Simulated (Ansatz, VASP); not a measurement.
## SbP: VASP beside Ansatz

One calculation is typed for both programs; each brings its own data sets. How far apart do they land? The cell is generated by rule, not measured, and may not be a known phase. The cell is taken from a series of runs on this material, whose earlier steps may have relaxed, scaled, displaced or heated it; both programs get it as it stands.

Method: plane waves, with VASP 6.6.1 beside it; single point at LDA, in Ansatz 0.2.0.

The structure was built from a prototype and need not be the compound's stable phase.

**1. The starting structure**

It takes space group Pmm2 (No. 25, orthorhombic). The conventional cell has a = 4.354 Å, b = 8.708 Å, c = 6.158 Å, α = 90.00°, β = 90.00°, γ = 90.00°. Nearest to Sb lie 4 P at 2.65 to 2.68 Å. Sb has 4 P at 2.65 to 2.68 Å nearest. Nearest to Sb lie 4 P at 2.66 to 2.68 Å. Nearest to P lie 4 Sb at 2.65 to 2.68 Å. P has 4 Sb at 2.65 to 2.68 Å nearest. Nearest to P lie 4 Sb at 2.66 to 2.68 Å. Farther neighbours are not listed.

**2. Ansatz: single point, LDA, pair 1**

Ansatz runs on its default PAW (the set named soft_2) files.

With cell and atoms fixed, the geometry can't cause a difference; cores, projectors, grids and the points listed under the comparison can.

input.yaml

```yaml
crystal:
  lattice:
    - [0.0, 3.0787780828, 3.0787780828]
    - [-6.1575561657, 0.0, 0.0]
    - [0.0, -6.1575561657, 6.1575561657]
  atoms:
    - { symbol: Sb, position: [0.0, 0.0, -0.0046252067] }
    - { symbol: Sb, position: [0.0, 0.0, 0.5046252067] }
    - { symbol: Sb, position: [0.5, 0.489744541, 0.25] }
    - { symbol: Sb, position: [0.5, 0.510255459, 0.75] }
    - { symbol: P, position: [0.5, 0.75, 0.0072249782] }
    - { symbol: P, position: [0.5, 0.75, 0.4927750218] }
    - { symbol: P, position: [0.0, 0.2370078327, 0.25] }
    - { symbol: P, position: [0.0, 0.2629921673, 0.75] }
kpoints:
  mp_grid: { grid: [8, 6, 4] }
hamiltonian:
  xc: lda
scf:
  occupations: { method: methfessel_paxton, width: 0.15 }
output:
  forces: true
  stress: true
  eigenvalues: true
```

Run with:

```console
> ansatz run input.yaml --threads 4 --pin off --max-ram 7168MiB --backend cpu --events-out ev --progress --plain --runs-dir out
```

Numbers of over 12 decimals in the logs are rounded to 6 here.

What it wrote:

```text
Engine: ansatz 0.2.0, aarch64-unknown-linux-gnu
Pseudopotentials: kind: paw
Pseudopotential: Sb, paw, valence charge 15, recommended cutoff 420 eV (normal), Sb.paw.azcp
Pseudopotential: P, paw, valence charge 5, recommended cutoff 420 eV (normal), P.paw.azcp
Functional definition: SPW92
  exchange = slater_x
  correlation = pw_c
Crystal: 8 atoms, lattice volume = 233.467 Å³
Basis set: ecut = 420 eV, 4547 PW (Γ)
Bands: 48, of which v1, the nominal top of the filled ones, is band 40 counted from 1 (39 counted from 0)
Symmetry: 4 space group operations
Space group: Pmm2 (ITA 25), of the structure as read, at distance tolerance 6.2e-5 Å
k-points: 60 of 192 (time reversal used)
Non-local potential: Sb, projectors of the file, l = 0: 2, l = 1: 2, l = 2: 2, l = 3: 2
Non-local potential: P, projectors of the file, l = 0: 2, l = 1: 2, l = 2: 2
PAW form: soft (Blöchl's): semilocal exchange-correlation on the pseudo side does not see the compensation charge
PAW frozen core: Sb, regenerated for the run's functional, and the local potential with it (the file was generated under x = pbe(κ = 0.804, μ = 0.219515), c = pbe(β = 0.066725))
PAW frozen core: P, regenerated for the run's functional, and the local potential with it (the file was generated under x = pbe(κ = 0.804, μ = 0.219515), c = pbe(β = 0.066725))
PAW one-centre angular grid: Sb, 590 points (default); XC on 64 Gauss nodes
PAW one-centre angular grid: P, 110 points (default); XC on 64 Gauss nodes
Initial density: superposition of atomic densities (neutral atoms: chi_scale 0, normalization atom), corrected by the library's trained network
Initial wavefunctions: pseudopotential atomic-orbital guess
Functional: x = slater, c = lda
SCF iter   1: F=—  HF=-28243.014833 eV  |F-HF|=—  |Δ(HF+E_count)|=         —  Δρ=6.08e-3  dr2=8.75e-2  ethr=1.77e-3  ⟨swp⟩=7.1  Hψ=12042  notcnv=0
preconditioner: auto → Kerker (q_TF=auto, 2.282 Å⁻¹)  [metal: Δε(μ)=0.021 eV  Ē_g=7.384 eV  σ=0.150 eV  W_gap=0.12  n_scr=52 (ndim 8)  ℏωp=15.4 eV  f_vac=0.007  D(μ)=6.81/eV (n_scr^D=52)]
SCF iter   2: F=—  HF=-28242.991363 eV  |F-HF|=—  |Δ(HF+E_count)|=   2.35e-2  S|Δr|=    0.00e0  Δρ=3.36e-3  dr2=2.28e-2  ethr=1.09e-4  ⟨swp⟩=2.0  Hψ=3747  notcnv=0
SCF iter   3: F=—  HF=-28242.984645 eV  |F-HF|=—  |Δ(HF+E_count)|=   6.72e-3  S|Δr|=    0.00e0  Δρ=4.96e-4  dr2=1.42e-3  ethr=2.85e-5  ⟨swp⟩=3.0  Hψ=5531  notcnv=0
SCF iter   4: F=—  HF=-28242.984317 eV  |F-HF|=—  |Δ(HF+E_count)|=   3.28e-4  S|Δr|=    0.00e0  Δρ=1.74e-4  dr2=2.73e-4  ethr=1.77e-6  ⟨swp⟩=2.9  Hψ=5440  notcnv=0
SCF iter   5: F=—  HF=-28242.984272 eV  |F-HF|=—  |Δ(HF+E_count)|=   4.50e-5  S|Δr|=    0.00e0  Δρ=6.55e-5  dr2=5.78e-5  ethr=3.42e-7  ⟨swp⟩=1.8  Hψ=2882  notcnv=0
SCF iter   6: F=—  HF=-28242.984226 eV  |F-HF|=—  |Δ(HF+E_count)|=   4.55e-5  S|Δr|=    0.00e0  Δρ=2.55e-5  dr2=7.15e-6  ethr=7.23e-8  ⟨swp⟩=2.0  Hψ=3438  notcnv=0
SCF iter   7: F=—  HF=-28242.984226 eV  |F-HF|=—  |Δ(HF+E_count)|=   7.36e-7  S|Δr|=    0.00e0  Δρ=1.06e-5  dr2=5.09e-7  ethr=8.93e-9  ⟨swp⟩=2.0  Hψ=3657  notcnv=0
SCF iter   8: F=—  HF=-28242.984226 eV  |F-HF|=—  |Δ(HF+E_count)|=   7.89e-8  S|Δr|=    0.00e0  Δρ=3.59e-6  dr2=1.11e-7  ethr=1.25e-10  ⟨swp⟩=12.8  Hψ=14238  notcnv=0
SCF iter   9: F=-28242.984226 eV  HF=-28242.984226 eV  |F-HF|=1.63e-9  |Δ(HF+E_count)|=   3.91e-9  S|Δr|=    0.00e0  Δρ=1.27e-6  dr2=1.05e-8  ethr=1.25e-10  ⟨swp⟩=4.3  Hψ=9213  notcnv=0
SCF 1 converged in 9 iterations: F = -28242.984226 eV  dr2 = 1.05e-8
  greatest PAW one-centre occupation: 0.998 electrons in one spin orbital (limit 2), on the Sb atom at site 2 (counted from 0), in its partial waves of l = 2
SCF converged after 9 iterations
Stability not checked: this state was not tested for a lower state beside it, because cold or Methfessel-Paxton smearing, or corrected tetrahedra, fill the levels in a way that the test cannot read (fill_not_monotonic; see scf.lower_state_search)
Free energy (F): -28242.984226 eV
Harris-Foulkes:  -28242.984226 eV  (|F-HF|=1.63e-9)
Internal energy: -28242.976546 eV  (E = F + TS)
E sigma→0 (E₀):  -28242.982306 eV
Entropy (-TS):   -0.007679 eV (-0.960 meV/atom)
Fermi energy:    6.776075 eV
--- Per-component energies (eV) ---
  E_band       = -860.119588
  E_kinetic    = 1106.270268
  E_local      = -7821.852152  (includes V_loc(G=0)·N_el)
  E_nonlocal   = 1606.494143
  E_hartree    = 3441.433285
  E_xc         = -790.881056
  E_vxc        = -625.703914  (∫ρ·V_xc dr)
  E_paw        = -19863.249061  (= ΣΔE_a)
  E_vpaw       = -2008.193640  (= ΣTr[D̂ρ^β])
  E_aug_tail   = 0.000005  (compensation charges beyond the density's cutoff)
  E_ewald      = -5923.896676
  E_core_change = 2.704700  (= ΣΔE_core)
  E_smearing   = -0.007679  (= −TS)
  E_closure    = 0.000000  (closes the sum)
  Σ components = -28242.984226   (vs F -28242.984226, Δ=0.00e0)
--- Forces (eV/Å), atoms counted from 1 ---
  atom   1  Sb     0.02085694     0.08321588    -0.08321588
  atom   2  Sb     0.02085694    -0.08321588     0.08321588
  atom   3  Sb     0.15555994     0.00000000    -0.00000000
  atom   4  Sb    -0.14511717    -0.00000000    -0.00000000
  atom   5  P     -0.00169717    -0.03824022     0.03824022
  atom   6  P     -0.00169717     0.03824022    -0.03824022
  atom   7  P      0.05551448     0.00000000     0.00000000
  atom   8  P     -0.10425436     0.00000000     0.00000000
  max |Σ_I F_I| component: 2.24e-5 eV/Å
--- Stress (GPa, compression-positive) ---
        0.234531       0.000000       0.000000
        0.000000       0.187565      -0.045411
        0.000000      -0.045411       0.187565
  P = ⅓ Tr σ = 0.2032 GPa (2.032 kbar)
--- Band table (eV; the first three rows and the last of 60) ---
  k-point 0: bands = [... 36 lower, 4.5278, 5.9213, 6.0745, 6.0897, 6.1185, 7.3082, 7.3141, 7.3218, ... 4 higher]
  k-point 1: bands = [... 36 lower, 4.8518, 5.7545, 6.0532, 6.2205, 6.7105, 7.3939, 7.4177, 7.7081, ... 4 higher]
  k-point 2: bands = [... 36 lower, 5.3191, 5.3391, 6.1413, 6.1866, 7.6306, 7.6847, 7.7148, 7.7771, ... 4 higher]
  k-point 59: bands = [... 36 lower, 6.2034, 6.2405, 6.3477, 6.3962, 8.1427, 8.1537, 8.2770, 8.3052, ... 4 higher]
```

The run ends at a pressure of 0.20 GPa, with forces up to 0.16 eV/Å.

**3. VASP: single point, LDA, pair 1**

The same cell, functional (in two slightly different forms), mesh and smearing now go to VASP, with its own data sets.

Lines of VASP's logs that name or quote its potential files are left out, and so is its time.

INCAR

```
SYSTEM = SbP
PREC = Accurate
ENCUT = 500
EDIFF = 1E-06
NELM = 120
ISMEAR = 1
SIGMA = 0.15
LREAL = .FALSE.
ALGO = Normal
GGA = CA
NBANDS = 28
LORBIT = 11
LWAVE = .FALSE.
LCHARG = .FALSE.
ISIF = 2
LASPH = .TRUE.
GGA_COMPAT = .FALSE.
KPAR = 2
```

POSCAR

```
SbP
1.0
    0.0000000000      3.0787780828      3.0787780828
   -6.1575561657      0.0000000000      0.0000000000
    0.0000000000     -6.1575561657      6.1575561657
Sb P
4 4
Direct
    0.0000000000      0.0000000000      0.9953747933
    0.0000000000      0.0000000000      0.5046252067
    0.5000000000      0.4897445410      0.2500000000
    0.5000000000      0.5102554590      0.7500000000
    0.5000000000      0.7500000000      0.0072249782
    0.5000000000      0.7500000000      0.4927750218
    0.0000000000      0.2370078327      0.2500000000
    0.0000000000      0.2629921673      0.7500000000
```

KPOINTS

```
Automatic mesh
0
Gamma
8 6 4
0 0 0
```

The projector-augmented-wave data sets are Sb and P (LDA family, release 64).

Run with:

```console
> mpirun -np 2 vasp_std
```

What it wrote:

```text
[banner, memory and clock lines left out]
running    2 mpi-ranks, on    1 nodes
 distrk:  each k-point on    1 cores,    2 groups
 distr:  one band on    1 cores,    1 groups

 POSCAR found type information on POSCAR SbP
 POSCAR found :  2 types and       8 ions
 LDA part: xc-table for (Slater(with rela. corr.)+CA(PZ))
 , standard interpolation
 POSCAR, INCAR and KPOINTS ok, starting setup
 FFT: planning ... GRIDC
 FFT: planning ... GRID_SOFT
 FFT: planning ... GRID
 WAVECAR not read
 entering main loop
       N       E                     dE             d eps       ncg     rms          rms(c)
DAV:   1     0.192720671626E+03    0.19272E+03   -0.13717E+04  3360   0.110E+03
DAV:   2    -0.195539974768E+02   -0.21227E+03   -0.20698E+03  4140   0.185E+02
DAV:   3    -0.394519455612E+02   -0.19898E+02   -0.19400E+02  4260   0.598E+01
DAV:   4    -0.400367471909E+02   -0.58480E+00   -0.57919E+00  4260   0.107E+01
DAV:   5    -0.400513365990E+02   -0.14589E-01   -0.14566E-01  4344   0.179E+00    0.943E+00
DAV:   6    -0.392275343172E+02    0.82380E+00   -0.27557E+00  3912   0.531E+00    0.587E+00
DAV:   7    -0.391964179371E+02    0.31116E-01   -0.30506E-01  4052   0.224E+00    0.229E+00
DAV:   8    -0.391812465980E+02    0.15171E-01   -0.29590E-02  4132   0.721E-01    0.529E-01
DAV:   9    -0.391804870545E+02    0.75954E-03   -0.43782E-03  4188   0.296E-01    0.122E-01
DAV:  10    -0.391805154579E+02   -0.28403E-04   -0.29614E-04  4268   0.756E-02    0.698E-02
DAV:  11    -0.391805065546E+02    0.89032E-05   -0.49596E-05  4000   0.262E-02    0.240E-02
DAV:  12    -0.391805065309E+02    0.23728E-07   -0.11218E-05  3876   0.158E-02    0.125E-02
DAV:  13    -0.391805060898E+02    0.44115E-06   -0.73475E-07  2220   0.389E-03
   1 F= -.39180506E+02 E0= -.39178005E+02  d E =-.750477E-02
```

OUTCAR, selected parts (step 3):

```text
ion  position               nearest neighbor table
   1  0.000  0.000  0.995-   7 2.65   5 2.67   5 2.67   8 2.68
   2  0.000  0.000  0.505-   7 2.65   6 2.67   6 2.67   8 2.68
   3  0.500  0.490  0.250-   5 2.65   6 2.65   7 2.68   7 2.68
   4  0.500  0.510  0.750-   8 2.66   8 2.66   5 2.68   6 2.68
   5  0.500  0.750  0.007-   3 2.65   1 2.67   1 2.67   4 2.68
   6  0.500  0.750  0.493-   3 2.65   2 2.67   2 2.67   4 2.68
   7  0.000  0.237  0.250-   1 2.65   2 2.65   3 2.68   3 2.68
   8  0.000  0.263  0.750-   4 2.66   4 2.66   1 2.68   2 2.68

  LATTYP: Found a simple orthorhombic cell.
 ALAT       =     4.3540497202
 B/A-ratio  =     1.4142135624
 C/A-ratio  =     2.0000000000

 Subroutine GETGRP returns: Found  4 space group operations
 (whereof  2 operations were pure point group operations)

The static configuration has the point symmetry C_1h.
 The point group associated with its full space group is C_2v.

 Found     60 irreducible k-points:

   k-points           NKPTS =     60   k-points in BZ     NKDIM =     60   number of bands    NBANDS=     28

   dimension x,y,z NGX =    32 NGY =   48 NGZ =   64
   dimension x,y,z NGXF=    64 NGYF=   96 NGZF=  128

   ENCUT  =  500.0 eV  36.75 Ry    6.06 a.u.   7.94 11.23 15.88*2*pi/ulx,y,z

   NELECT =      40.0000    total number of electrons

 k-points in reciprocal lattice and weights: Automatic mesh
   0.00000000  0.00000000  0.00000000       0.005
   0.12500000  0.00000000  0.00000000       0.010
   0.25000000  0.00000000  0.00000000       0.010
   0.37500000  0.00000000  0.00000000       0.010
   0.50000000  0.00000000  0.00000000       0.005
   0.00000000  0.16666667  0.00000000       0.010
   0.12500000  0.16666667  0.00000000       0.021
   0.25000000  0.16666667  0.00000000       0.021
   0.37500000  0.16666667  0.00000000       0.021
[...]
0.37500000  0.50000000  0.50000000       0.010
   0.50000000  0.50000000  0.50000000       0.005

 average (electrostatic) potential at core
       1 -88.9453       2 -88.9453       3 -88.9203       4 -88.9655       5 -84.9698
       6 -84.9698       7 -85.0059       8 -84.9299

 E-fermi :   5.1150

 k-point     1 :       0.0000    0.0000    0.0000
  band No.  band energies     occupation
    ...
     17       2.8569      2.00000
     18       4.2531      2.00000
     19       4.4196      2.00000
     20       4.4316      2.00000
     21       4.4604      2.00000
     22       5.6412     -0.00001
     23       5.6471     -0.00001
     24       5.6544     -0.00000
     25       7.2097     -0.00000
     26       7.2264     -0.00000
    ...

 k-point     2 :       0.1250    0.0000    0.0000
  band No.  band energies     occupation
    ...
     17       3.1853      2.00000
     18       4.3935      2.00000
     19       4.9020      2.06202
     20       4.9238      2.07019
     21       5.0410      1.73301
     22       5.7200     -0.00000
     23       5.7802     -0.00000
     24       6.0084     -0.00000
     25       6.1101     -0.00000
     26       6.1686     -0.00000
    ...

 k-point     3 :       0.2500    0.0000    0.0000
  band No.  band energies     occupation
    ...
     16       2.6039      2.00000
     17       3.6631      2.00000
     18       4.5056      2.00000
     19       5.0798      1.38510
     20       5.0841      1.34058
     21       5.1745      0.38397
     22       5.1854      0.29417
     23       6.0006     -0.00000
     24       6.1084     -0.00000
     25       6.4778     -0.00000
    ...

  Total        0.5693839      0.5079146      0.5079146      0.0000000     -0.0709627      0.0000000
  in kB        3.9074248      3.4855884      3.4855884      0.0000000     -0.4869851      0.0000000
  external PRESSURE =       3.6262006 kB  Pullay stress =       0.0000000 kB

  energy-cutoff  :      500.00
  volume of cell :      233.47
      direct lattice vectors                 reciprocal lattice vectors
     0.000000000  3.078778083  3.078778083     0.000000000  0.162402092  0.162402092
    -6.157556166  0.000000000  0.000000000    -0.162402092  0.000000000  0.000000000
     0.000000000 -6.157556166  6.157556166     0.000000000 -0.081201046  0.081201046

 POSITION                                       TOTAL-FORCE (eV/Angst)
 -----------------------------------------------------------------------------------
      0.00000     -6.12908      6.12908         0.020268      0.090305     -0.090305
      0.00000     -3.10726      3.10726         0.020268     -0.090305      0.090305
     -3.01563     -0.00000      3.07878         0.159741      0.000000     -0.000000
     -3.14193     -3.07878      6.15756        -0.150572      0.000000     -0.000000
     -4.61817      1.49490      1.58388        -0.001352     -0.037173      0.037173
     -4.61817     -1.49490      4.57368        -0.001352      0.037173     -0.037173
     -1.45939     -1.53939      1.53939         0.052399      0.000000     -0.000000
     -1.61939     -4.61817      4.61817        -0.099400      0.000000     -0.000000
 -----------------------------------------------------------------------------------
    total drift:                                0.000002     -0.000000      0.000000

  FREE ENERGIE OF THE ION-ELECTRON SYSTEM (eV)
  ---------------------------------------------------
  free  energy   TOTEN  =       -39.1805060898 eV

  energy  without entropy=      -39.1730013209  energy(sigma->0) =      -39.17800450

 total charge
# of ion       s       p       d       tot
------------------------------------------
    1        1.267   1.075   0.053   2.395
    2        1.267   1.075   0.053   2.395
    3        1.266   1.081   0.053   2.399
    4        1.267   1.072   0.053   2.392
    5        1.142   1.303   0.000   2.445
    6        1.142   1.303   0.000   2.445
    7        1.141   1.305   0.000   2.445
    8        1.143   1.303   0.000   2.446
--------------------------------------------------
tot          9.634   9.516   0.210  19.361

[... 3 further parts left out ...]
```

The run ends at a pressure of 0.36 GPa, with forces up to 0.16 eV/Å.

**4. Comparison**

Known differences besides the potentials themselves: the two LDA forms differ slightly; the data sets hold 80 valence electrons in Ansatz (on its default PAW (the set named soft_2) files) and 40 in VASP; the cutoff is 420 eV in Ansatz and 500 eV in VASP; VASP's log shows a relativistic correction to its local exchange, Ansatz's none. Total energies have different zeros and are not compared.

Both answers:

```tsv
quantity	Ansatz	VASP	difference
pressure (GPa)	0.20	0.36	-0.16
```

Forces (eV/Å; atoms numbered as in POSCAR):

```tsv
atom	Ansatz x, y, z	VASP x, y, z
Sb1	0.021, 0.083, -0.083	0.020, 0.090, -0.090
Sb2	0.021, -0.083, 0.083	0.020, -0.090, 0.090
Sb3	0.156, 0.000, 0.000	0.160, 0.000, 0.000
Sb4	-0.145, 0.000, 0.000	-0.151, 0.000, 0.000
P5	-0.002, -0.038, 0.038	-0.001, -0.037, 0.037
P6	-0.002, 0.038, -0.038	-0.001, 0.037, -0.037
P7	0.056, 0.000, 0.000	0.052, 0.000, 0.000
P8	-0.104, 0.000, 0.000	-0.099, 0.000, 0.000
```

The forces differ by 3.5 meV/Å r.m.s., which is 5.4 % of the r.m.s. force of 0.064 eV/Å (both taken over all components).

**5. VASP: single point, LDA, pair 2**

With cell and atoms fixed, the geometry can't cause a difference; cores, projectors, grids and the points listed under the comparison can.

INCAR is that of step 3.

POSCAR

```
SbP
1.0
    0.0000000000      3.0787780828      3.0787780828
   -6.1575561657      0.0000000000      0.0000000000
    0.0000000000     -6.1575561657      6.1575561657
Sb P
4 4
Direct
    0.0000000000      0.0000000000      0.9919058883
    0.0000000000      0.0000000000      0.5080941117
    0.5000000000      0.4820529468      0.2500000000
    0.5000000000      0.5179470532      0.7500000000
    0.5000000000      0.7500000000      0.0126437119
    0.5000000000      0.7500000000      0.4873562881
    0.0000000000      0.2272637072      0.2500000000
    0.0000000000      0.2727362928      0.7500000000
```

KPOINTS is that of step 3.

Run with:

```console
> mpirun -np 2 vasp_std
```

What it wrote:

```text
[... set-up lines as in an earlier step ...]
 entering main loop
       N       E                     dE             d eps       ncg     rms          rms(c)
DAV:   1     0.192522610079E+03    0.19252E+03   -0.13717E+04  3360   0.110E+03
DAV:   2    -0.194961977769E+02   -0.21202E+03   -0.20657E+03  4116   0.185E+02
DAV:   3    -0.394850803554E+02   -0.19989E+02   -0.19477E+02  4268   0.599E+01
DAV:   4    -0.400831296112E+02   -0.59805E+00   -0.59106E+00  4272   0.107E+01
[...]
DAV:  11    -0.392253512900E+02    0.79130E-05   -0.54555E-05  3944   0.275E-02    0.201E-02
DAV:  12    -0.392253505776E+02    0.71244E-06   -0.11054E-05  3864   0.159E-02    0.108E-02
DAV:  13    -0.392253503593E+02    0.21823E-06   -0.81111E-07  2196   0.404E-03
   1 F= -.39225350E+02 E0= -.39223419E+02  d E =-.579525E-02
```

Parts of OUTCAR (step 5):

```text
  Total        0.3733586      0.1459157      0.1459157      0.0000000     -0.1373608      0.0000000
  in kB        2.5621913      1.0013538      1.0013538      0.0000000     -0.9426450      0.0000000
  external PRESSURE =       1.5216330 kB  Pullay stress =       0.0000000 kB

 POSITION                                       TOTAL-FORCE (eV/Angst)
 -----------------------------------------------------------------------------------
      0.00000     -6.10772      6.10772         0.045669      0.134844     -0.134844
      0.00000     -3.12862      3.12862         0.045669     -0.134844      0.134844
     -2.96827     -0.00000      3.07878         0.262455      0.000000     -0.000000
     -3.18929     -3.07878      6.15756        -0.245890      0.000000     -0.000000
     -4.61817      1.46153      1.61724         0.005862     -0.034807      0.034807
     -4.61817     -1.46153      4.54031         0.005862      0.034807     -0.034807
     -1.39939     -1.53939      1.53939         0.033136      0.000000     -0.000000
     -1.67939     -4.61817      4.61817        -0.152763      0.000000     -0.000000
 -----------------------------------------------------------------------------------
    total drift:                                0.000006     -0.000000      0.000000

  FREE ENERGIE OF THE ION-ELECTRON SYSTEM (eV)
  ---------------------------------------------------
  free  energy   TOTEN  =       -39.2253503593 eV

  energy  without entropy=      -39.2195551138  energy(sigma->0) =      -39.22341861

[... 2 parts as in an earlier step ...]

[... 1 further part left out ...]
[key lines of the parts left out:]
E-fermi :   5.1010
```

The run ends at a pressure of 0.15 GPa, with forces up to 0.26 eV/Å.

[end of part 1 of 2]

[Lines on the potential files, build, host, timing and source positions are cut from VASP's logs without a mark.]

[Logs are printed without paths, hosts, clocks, repeated set-up lines and the standing remarks that a program may print on its own settings, such as how far it seeks lower states.]

[Hosts, paths, dates, database ids (printed as entryN), source tags and the programs' standing remarks are cut or masked in the printed files.]
